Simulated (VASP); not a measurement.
Input:

```
SrTe
1.0
    0.00000     3.32551     3.26372
    3.38350     0.00000     3.26372
    3.38350     3.32551     0.00000
Sr Te
1 1
Direct
  0.00000   0.00000   0.00000
  0.48721   0.51279   0.51279
```

Computed with PBE GGA, VASP's PBE PAW potentials (set 64) (plane waves; VASP). Settings: 400 eV cut-off, 6×6×6 Γ-centred mesh, first-order Methfessel-Paxton smearing of 0.20 eV, potentials Sr_sv Te.

Q: What does the run give for the energy per atom (σ→0), pressure, largest force?

A: 
```yaml
energy per atom (σ→0): -4.119 eV/atom
pressure: 1.34 GPa
largest_force: 0.176 eV/Å
```

Total energies compare only between runs with the same potentials, cut-off and functional.

The compound is SrTe in the rock salt structure. The cell was not relaxed at this level, atoms are displaced from their ideal sites. The run is one of a series of settings (ISMEAR = 1, SIGMA = 0.2 against the base run), some of them coarse on purpose.
